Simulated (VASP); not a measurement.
These are PBEsol GGA, VASP's PBE PAW potentials (set 64) (plane waves; VASP 6.6.1) values and carry that method's errors.

A VASP calculation is set up with these files.

KPOINTS:
```
Automatic mesh
0
Gamma
13 13 13
0 0 0
```

File POSCAR:
```
TiCo
1
    2.7737006739    -0.0000000000     0.0000000000
   -0.0000000000     2.7737006739    -0.0000000000
   -0.0000000000    -0.0000000000     2.7737006739
Ti Co
1 1
Direct
  0.0000000000   0.0000000000   0.0000000000
  0.5000000000   0.5000000000   0.5000000000
```

### INCAR
```
SYSTEM = TiCo
PREC = Accurate; ENCUT = 500; LREAL = F
LASPH = T
EDIFF = 1E-6; NELM = 100; ALGO = Normal
LMAXMIX = 4
ISMEAR = 1; SIGMA = 0.1
GGA = PS
IBRION = 2; NSW = 40; ISIF = 3
EDIFFG = -0.02; PSTRESS = 450
LWAVE = F; LCHARG = F
```

POTCAR, in this order: Ti_sv Co (PBE.64 set). Program: vasp_std.

Output

**OUTCAR**
```
 ion  position               nearest neighbor table
   1  0.000  0.000  0.000-   2 2.40   2 2.40   2 2.40   2 2.40   2 2.40   2 2.40   2 2.40   2 2.40
  LATTYP: Found a simple cubic cell.
 ALAT       =     2.7737006739
 Subroutine PRICEL returns:
 Original cell was already a primitive cell.
 Subroutine GETGRP returns: Found 48 space group operations
The static configuration has the point symmetry O_h .
The dynamic configuration has the point symmetry O_h .
 Subroutine INISYM returns: Found 48 space group operations
 Subroutine IBZKPT returns following result:
 Found     84 irreducible k-points:

 Following reciprocal coordinates:
            Coordinates               Weight
  0.000000  0.000000  0.000000      1.000000
  0.076923  0.000000  0.000000      6.000000
  0.153846  0.000000  0.000000      6.000000
  0.230769  0.000000  0.000000      6.000000
  0.307692  0.000000  0.000000      6.000000
  0.384615  0.000000  0.000000      6.000000
  0.461538  0.000000  0.000000      6.000000
  0.076923  0.076923  0.000000     12.000000
  0.153846  0.076923  0.000000     24.000000
  0.230769  0.076923  0.000000     24.000000
  0.307692  0.076923  0.000000     24.000000
  0.384615  0.076923  0.000000     24.000000
  0.461538  0.076923  0.000000     24.000000
  0.153846  0.153846  0.000000     12.000000
  0.230769  0.153846  0.000000     24.000000
  0.307692  0.153846  0.000000     24.000000
  0.384615  0.153846  0.000000     24.000000
  0.461538  0.153846  0.000000     24.000000
  0.230769  0.230769  0.000000     12.000000
  0.307692  0.230769  0.000000     24.000000
  0.384615  0.230769  0.000000     24.000000
  0.461538  0.230769  0.000000     24.000000
  0.307692  0.307692  0.000000     12.000000
  0.384615  0.307692  0.000000     24.000000
  0.461538  0.307692  0.000000     24.000000
  0.384615  0.384615  0.000000     12.000000
  0.461538  0.384615  0.000000     24.000000
  0.461538  0.461538  0.000000     12.000000
  0.076923  0.076923  0.076923      8.000000
  0.153846  0.076923  0.076923     24.000000
  0.230769  0.076923  0.076923     24.000000
  0.307692  0.076923  0.076923     24.000000
  0.384615  0.076923  0.076923     24.000000
  0.461538  0.076923  0.076923     24.000000
  0.153846  0.153846  0.076923     24.000000
  0.230769  0.153846  0.076923     48.000000
  0.307692  0.153846  0.076923     48.000000
  0.384615  0.153846  0.076923     48.000000
  0.461538  0.153846  0.076923     48.000000
  0.230769  0.230769  0.076923     24.000000
   k-points           NKPTS =     84   k-points in BZ     NKDIM =     84   number of bands    NBANDS=     14
   number of dos      NEDOS =    301   number of ions     NIONS =      2
   total plane-waves  NPLWV =   8000
   dimension x,y,z NGX =    20 NGY =   20 NGZ =   20
   dimension x,y,z NGXF=    40 NGYF=   40 NGZF=   40
   ions per type =               1   1
   PREC   = accura    normal or accurate (medium, high low for compatibility)
   ISTART =      0    job   : 0-new  1-cont  2-samecut
   ICHARG =      2    charge: 1-file 2-atom 10-const
   ISPIN  =      1    spin polarized calculation?
   LNONCOLLINEAR =      F non collinear calculations
   LSORBIT =      F    spin-orbit coupling
   INIWAV =      1    electr: 0-lowe 1-rand  2-diag
   ENCUT  =  500.0 eV  36.75 Ry    6.06 a.u.   5.06  5.06  5.06*2*pi/ulx,y,z
   NELM   =    100;   NELMIN=  2; NELMDL= -5     # of ELM steps
   EDIFF  = 0.1E-05   stopping-criterion for ELM
   LREAL  =      F    real-space projection
   NLSPLINE    = F    spline interpolate recip. space projectors
   LMAXMIX     =    4 max onsite mixed and CHGCAR
   VOSKOWN=      0    Vosko Wilk Nusair interpolation
...
```

File OSZICAR:
```
       N       E                     dE             d eps       ncg     rms          rms(c)
DAV:   1     0.148775292744E+03    0.14878E+03   -0.10331E+04  2360   0.193E+03
DAV:   2    -0.957643876328E+01   -0.15835E+03   -0.15547E+03  2364   0.411E+02
DAV:   3    -0.182393150555E+02   -0.86629E+01   -0.85919E+01  3766   0.107E+02
DAV:   4    -0.184402902123E+02   -0.20098E+00   -0.20039E+00  2766   0.137E+01
DAV:   5    -0.184470088663E+02   -0.67187E-02   -0.67186E-02  3442   0.232E+00    0.185E+01
DAV:   6    -0.175998563693E+02    0.84715E+00   -0.17234E+01  2416   0.652E+01    0.984E+00
DAV:   7    -0.174944120934E+02    0.10544E+00   -0.19843E+01  3450   0.576E+01    0.137E+01
DAV:   8    -0.164105681708E+02    0.10838E+01   -0.66509E+00  3396   0.301E+01    0.224E+00
DAV:   9    -0.164491058574E+02   -0.38538E-01   -0.30441E-01  3410   0.644E+00    0.190E+00
DAV:  10    -0.164272130504E+02    0.21893E-01   -0.10378E-01  3474   0.452E+00    0.459E-01
DAV:  11    -0.164259016427E+02    0.13114E-02   -0.72479E-03  3200   0.965E-01    0.126E-01
DAV:  12    -0.164257071792E+02    0.19446E-03   -0.55570E-04  3566   0.266E-01    0.361E-02
DAV:  13    -0.164257000763E+02    0.71029E-05   -0.33242E-05  3058   0.610E-02    0.173E-02
DAV:  14    -0.164256995508E+02    0.52552E-06   -0.36700E-06  2620   0.239E-02
   1 F= -.10432197E+02 E0= -.10432433E+02  d E =-.104322E+02
```

File OUTCAR:
```
------------------------ aborting loop because EDIFF is reached ----------------------------------------
  FORCE on cell =-STRESS in cart. coord.  units (eV):
  Direction    XX          YY          ZZ          XY          YZ          ZX
  --------------------------------------------------------------------------------------
  Total        5.9639622      5.9639622      5.9639622     -0.0000000     -0.0000000      0.0000000
  in kB      447.7820570    447.7820570    447.7820570     -0.0000000     -0.0000000      0.0000000
  external PRESSURE =      -2.2179430 kB  Pullay stress =     450.0000000 kB
  volume of cell :       21.34
      direct lattice vectors                 reciprocal lattice vectors
     2.773700674  0.000000000  0.000000000     0.360529169  0.000000000  0.000000000
     0.000000000  2.773700674  0.000000000     0.000000000  0.360529169  0.000000000
     0.000000000  0.000000000  2.773700674     0.000000000  0.000000000  0.360529169
 POSITION                                       TOTAL-FORCE (eV/Angst)
 -----------------------------------------------------------------------------------
      0.00000      0.00000      0.00000         0.000000      0.000000      0.000000
      1.38685      1.38685      1.38685         0.000000      0.000000      0.000000
 -----------------------------------------------------------------------------------
    total drift:                               -0.000000      0.000000     -0.000000
  FREE ENERGIE OF THE ION-ELECTRON SYSTEM (eV)
  ---------------------------------------------------
  free  energy   TOTEN  =       -16.4256995508 eV

  energy  without entropy=      -16.4264090817  energy(sigma->0) =      -16.42593606
  enthalpy is  TOTEN    =       -10.4321968209 eV   P V=        5.9935027300

 reached required accuracy - stopping structural energy minimisation
```
(Selected blocks of OUTCAR.)

The compound is TiCo in the CsCl type structure. It was relaxed first under an external pressure of 45 GPa. The run is not spin-polarised, so no magnetic state was tried. The electron count is odd and the run is not spin-polarised, which forces a metal.
